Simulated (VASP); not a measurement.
```
MgS
1.0
    0.00000     2.58907     2.58907
    2.58907     0.00000     2.58907
    2.58907     2.58907     0.00000
Mg S
1 1
Direct
  0.00000   0.00000   0.00000
  0.50000   0.50000   0.50000
```

The numbers are results of PBEsol GGA, VASP's PBE PAW potentials (set 64) (plane waves; VASP), not measurements. Settings: 480 eV cut-off, 8×8×8 Γ-centred mesh, Gaussian smearing of 0.050 eV, potentials Mg S.

Each row applies one change to this cell, which was relaxed at other settings and keeps the small stress of the first row; at a fixed cut-off the stress holds a Pulay part, so it need not integrate to ΔE exactly. Stress is in GPa, positive when the cell is compressed; gaps are those on the k-mesh, and 0.00 means metallic.

```tsv
change	ΔE (meV/atom)	σxx	σyy	σzz	largest shear component, with its sign (GPa)	largest force (eV/Å)	gap (eV)
none	0.0	-0.03	-0.03	-0.03	0.00	0.000	2.73
atom 2 (S) moved by 0.150 Å along z	…	…	…	…	…	…	…
isotropic strain of -3.0 %	38.3	8.67	8.67	8.67	0.00	0.000	2.92
isotropic strain of -1.0 %	…	…	…	…	…	…	…
uniaxial strain of +0.5 % along x	0.2	-0.77	-0.23	-0.23	0.00	0.000	2.70
shear strain γ_yz = -1.0 %	0.3	-0.03	-0.02	-0.02	0.54	0.000	2.68
shear strain γ_xy = +4.0 %	4.7	0.05	0.05	-0.09	-2.18	0.000	2.48
isotropic strain of +0.5 %	0.9	-1.17	-1.17	-1.17	0.00	0.000	2.70
atom 2 (S) moved by -0.200 Å along x	33.9	4.96	-0.36	-0.36	0.00	0.751	2.74
```

Q: What belongs in the gaps?

A: 
- isotropic strain of -1.0 %, ΔE (meV/atom): 4.0
- isotropic strain of -1.0 %, σxx: 2.50
- isotropic strain of -1.0 %, σyy: 2.50
- isotropic strain of -1.0 %, σzz: 2.50
- isotropic strain of -1.0 %, largest shear component, with its sign (GPa): 0.00
- isotropic strain of -1.0 %, largest force (eV/Å): 0.000
- isotropic strain of -1.0 %, gap (eV): 2.80
- atom 2 (S) moved by 0.150 Å along z, ΔE (meV/atom): 18.2
- atom 2 (S) moved by 0.150 Å along z, σxx: -0.22
- atom 2 (S) moved by 0.150 Å along z, σyy: -0.22
- atom 2 (S) moved by 0.150 Å along z, σzz: 2.74
- atom 2 (S) moved by 0.150 Å along z, largest shear component, with its sign (GPa): 0.00
- atom 2 (S) moved by 0.150 Å along z, largest force (eV/Å): 0.516
- atom 2 (S) moved by 0.150 Å along z, gap (eV): 2.74

Failed runs are left out, and for metals the shear rows, which the mesh's noise covers.

The compound is MgS in the rock salt structure.
